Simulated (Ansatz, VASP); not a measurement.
# SnH2: VASP beside Ansatz, part 2 of 2

One calculation is typed for both programs; each brings its own data sets. How far apart do they land? The cell is generated by rule, not measured, and may not be a known phase. The cell is taken from a series of runs on this material, whose earlier steps may have relaxed, scaled, displaced or heated it; both programs get it as it stands.

VASP 6.6.1 and Ansatz 0.2.0.

So far. Step 5 (VASP: single point, PBEsol, pair 2): The run ends at a pressure of 2.69 GPa, with forces up to 0.25 eV/Å. Step 6 (Ansatz: single point, PBEsol, pair 2): The run ends at a pressure of 2.84 GPa, with forces up to 0.25 eV/Å.

The structure was built from a prototype and need not be the compound's stable phase.

### Step 7. Differences

Both answers:

```tsv
quantity	Ansatz	VASP	difference
pressure (GPa)	2.84	2.69	+0.15
```

Forces (eV/Å; atoms numbered as in POSCAR):

```tsv
atom	Ansatz x, y, z	VASP x, y, z
Sn1	-0.125, -0.216, 0.000	-0.125, -0.216, 0.000
H2	-0.097, 0.200, 0.082	-0.098, 0.200, 0.083
H3	0.222, 0.016, -0.082	0.223, 0.015, -0.083
```

The forces differ by 0.6 meV/Å r.m.s., which is 0.4 % of the r.m.s. force of 0.140 eV/Å (both taken over all components).

### Step 8. VASP: single point, PBEsol, pair 3

A single point gives forces, pressure and levels at one fixed geometry, so differences don't come from the geometry; what else differs is listed under the comparison.

INCAR

```
SYSTEM = SnH2
PREC = Accurate
ENCUT = 500
EDIFF = 1E-06
NELM = 120
ISMEAR = 1
SIGMA = 0.2
LREAL = .FALSE.
ALGO = Normal
GGA = PS
NBANDS = 14
LORBIT = 11
LWAVE = .FALSE.
LCHARG = .FALSE.
ISIF = 2
LASPH = .TRUE.
GGA_COMPAT = .FALSE.
KPAR = 2
```

POSCAR

```
SnH2
1.0
    3.5965558943      0.0000000000      0.0000000000
   -1.7982779471      3.1147087706      0.0000000000
    0.0000000000      0.0000000000      3.1406510309
Sn H
1 2
Direct
    0.0021248532      0.0021248532      0.0000000000
    0.2082136318      0.5415469651      0.2190136770
    0.5415469651      0.2082136318      0.7809863230
```

KPOINTS

```
Automatic mesh
0
Gamma
15 15 16
0 0 0
```

PAW data sets: Sn_d and H (PBE family, release 64).

Started as:

```
$ mpirun -np 2 vasp_std
```

Numbers of over 12 decimals in the logs are rounded to 6 here.

The log of the run:

```text
[... set-up lines as in an earlier step ...]
 entering main loop
       N       E                     dE             d eps       ncg     rms          rms(c)
DAV:   1     0.888777318065E+02    0.88878E+02   -0.77684E+03 27816   0.154E+03
DAV:   2    -0.291780732717E+01   -0.91796E+02   -0.87771E+02 28970   0.349E+02
DAV:   3    -0.970651599330E+01   -0.67887E+01   -0.67541E+01 33682   0.796E+01
DAV:   4    -0.985747303973E+01   -0.15096E+00   -0.15093E+00 32062   0.128E+01
[...]
DAV:  10    -0.949749539111E+01   -0.23468E-04   -0.13491E-04 35364   0.155E-01    0.222E-02
DAV:  11    -0.949749892330E+01   -0.35322E-05   -0.82575E-06 35536   0.389E-02    0.809E-03
DAV:  12    -0.949749887147E+01    0.51828E-07   -0.14467E-06 29176   0.103E-02
   1 F= -.94974989E+01 E0= -.94975781E+01  d E =0.237601E-03
```

From OUTCAR (step 8):

```text
  Total        1.5270217      1.9284443      0.2555344      0.3476422      0.1869545     -0.3238150
  in kB       69.5395454     87.8200638     11.6368643     15.8313933      8.5137822    -14.7463190
  external PRESSURE =      56.3321578 kB  Pullay stress =       0.0000000 kB

 POSITION                                       TOTAL-FORCE (eV/Angst)
 -----------------------------------------------------------------------------------
      0.00382      0.00662      0.00000        -0.409519     -0.709307      0.000000
     -0.22500      1.68676      0.68785        -0.171086      0.571648      0.212047
      1.57328      0.64852      2.45281         0.580605      0.137659     -0.212047
 -----------------------------------------------------------------------------------
    total drift:                                0.000062      0.000107     -0.000000

  FREE ENERGIE OF THE ION-ELECTRON SYSTEM (eV)
  ---------------------------------------------------
  free  energy   TOTEN  =        -9.4974988715 eV

  energy  without entropy=       -9.4977364725  energy(sigma->0) =       -9.49757807

[... 2 parts as in an earlier step ...]

[... 1 further part left out ...]
[key lines of the parts left out:]
E-fermi :   6.1499
```

The run ends at a pressure of 5.63 GPa, with forces up to 0.82 eV/Å.

### Step 9. Ansatz: single point, PBEsol, pair 3

The same cell, functional, mesh and smearing now go to Ansatz, which takes its cutoff from its data sets.

The cell is taken from a series of runs on this material, whose earlier steps may have relaxed, scaled, displaced or heated it; both programs get it as it stands.

input.yaml

```yaml
crystal:
  lattice:
    - [3.5965558943, 0.0, 0.0]
    - [-1.7982779471, 3.1147087706, 0.0]
    - [0.0, 0.0, 3.1406510309]
  atoms:
    - { symbol: Sn, position: [0.0021248532, 0.0021248532, 0.0] }
    - { symbol: H, position: [0.2082136318, 0.5415469651, 0.219013677] }
    - { symbol: H, position: [0.5415469651, 0.2082136318, 0.780986323] }
kpoints:
  mp_grid: { grid: [15, 15, 16] }
hamiltonian:
  xc: pbesol
scf:
  occupations: { method: methfessel_paxton, width: 0.2 }
output:
  forces: true
  stress: true
  eigenvalues: true
```

Started as:

```
$ ansatz run input.yaml --threads 4 --pin off --max-ram 7168MiB --backend cpu --events-out ev --progress --plain --runs-dir out
```

The log of the run:

```text
[...]
Crystal: 3 atoms, lattice volume = 35.182 Å³
Basis set: ecut = 420 eV, 659 PW (Γ), exchange–correlation on 50×50×48 points (8 copies of the dense FFT grid, shifted against one another)
Bands: 12, of which v1, the nominal top of the filled ones, is band 8 counted from 1 (7 counted from 0)
Symmetry: 2 space group operations
[...]
k-points: 968 of 3600 (time reversal used)
[...]
--- Band table (eV; the first three rows and the last of 968) ---
  k-point 0: bands = [... 4 lower, -12.8981, -3.4499, 7.2207, 10.7945, 12.1508, 13.5408, 14.7303, 16.1838]
  k-point 1: bands = [... 4 lower, -12.9015, -3.3942, 7.0953, 10.8361, 12.1741, 13.5146, 14.0235, 16.7800]
  k-point 2: bands = [... 4 lower, -12.9111, -3.2276, 6.7026, 10.9538, 12.1554, 13.0682, 13.8298, 16.9273]
  k-point 967: bands = [... 4 lower, -12.9076, -0.1457, 1.3118, 6.9072, 11.1832, 13.8917, 16.8394, 19.0260]
[key lines of the parts left out:]
SCF converged after 6 iterations
Free energy (F): -5979.724016 eV
Fermi energy:    8.420224 eV
P = ⅓ Tr σ = 5.8095 GPa (58.095 kbar)
```

The run ends at a pressure of 5.81 GPa, with forces up to 0.83 eV/Å.

### Step 10. Comparison

Both answers:

```tsv
quantity	Ansatz	VASP	difference
pressure (GPa)	5.81	5.63	+0.18
```

Forces (eV/Å; atoms numbered as in POSCAR):

```tsv
atom	Ansatz x, y, z	VASP x, y, z
Sn1	-0.413, -0.715, 0.000	-0.410, -0.709, 0.000
H2	-0.171, 0.576, 0.213	-0.171, 0.572, 0.212
H3	0.584, 0.140, -0.213	0.581, 0.138, -0.212
```

The forces differ by 3.0 meV/Å r.m.s., which is 0.7 % of the r.m.s. force of 0.405 eV/Å (both taken over all components).

### Step 11. What came out

```json
{
  "difference in pressure (single point, PBEsol, pair 1)": "0.16 GPa",
  "r.m.s. force difference (single point, PBEsol, pair 2)": "0.62 meV/Å",
  "r.m.s. force difference (single point, PBEsol, pair 3)": "0.75 % of the r.m.s. force"
}
```

**Reading.** The r.m.s. force difference is 0.75 % of the r.m.s. force (single point, PBEsol, pair 3), within the 3 % picked in this series as the mark of a large difference. 5 further runs of this series are not shown here. How closely two codes agree says nothing of how well the functional describes the real material.

[Lines on the potential files, build, host, timing and source positions are cut from VASP's logs without a mark.]

[Logs are printed without paths, hosts, clocks, repeated set-up lines and the standing remarks that a program may print on its own settings, such as how far it seeks lower states.]

[Hosts, paths, dates, database ids (printed as entryN), source tags and the programs' standing remarks are cut or masked in the printed files.]
